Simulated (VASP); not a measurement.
## Be3Se2S: single point with r2SCAN

Crystal: Be3Se2S.

```xyz
6
Lattice="-1.7963 5.3879 2.5386 1.7963 -5.3879 2.5386 1.7963 5.3879 -2.5386" Properties=species:S:1:pos:R:3 pbc="T T T"
Be    0.0000    1.7225    1.2238
Be    1.7963    3.6654   -1.3148
Be    0.0000    5.3879    1.3582
Se    0.0000    3.6049    0.0013
Se    0.0000    7.1708    0.0013
S     0.0000    0.0000    5.0767
```

The cell was built by a generator and needn't be a form met in nature.

```yaml
Program: VASP 6.6.1
Task: single point
Functional: r2SCAN
Potentials_or_basis: VASP PAW PBE potentials, release 64 (Be, Se, S)
Cutoff: 520 eV
k_mesh: 8 × 8 × 8
Occupations: gaussian, width 0.03 eV
Spin: no spin polarisation
```

| Property | Result |
| --- | --- |
| Pressure | -0.5 GPa |
| Largest force | 0.043 eV/Å |
| Band gap on the k mesh | 3.14 eV, indirect (least direct gap 3.31 eV) |

Forces in eV/Å, atoms in the order of the input:
```
Be   0.000  0.022  0.025
Be   0.000 -0.022  0.025
Be   0.000  0.000 -0.043
Se   0.000  0.005 -0.004
Se   0.000 -0.005 -0.004
S    0.000  0.000  0.001
```

Levels at points of the mesh, in eV from the valence-band top:
```
           k point  band 10  band 11  band 12  band 13  band 14  band 15
(0.00, 0.00, 0.00)    -0.14    -0.13     0.00     4.53     5.00     5.36
(0.50, 0.00, 0.00)    -1.26    -1.15    -0.90     4.87     5.13     5.28
(0.00, 0.50, 0.00)    -2.31    -1.17    -1.14     5.11     6.18     6.22
(0.50, 0.50, 0.00)    -2.64    -2.24    -1.75     3.14     4.78     5.67
(0.50, 0.50, 0.50)    -1.72    -0.86    -0.17     3.14     4.75     5.90
```

Run time: 10 min on 2 MPI ranks on Intel(R) Xeon(R) Platinum 8259CL CPU @ 2.50GHz (Skylake/Cascade Lake), on a shared host, peak memory 0.46 GiB a rank.

Caveat: the PAW data sets were made with another functional, which shifts forces and pressure a little. r2SCAN opens gaps a little over a GGA but as a rule still falls short of measured ones.
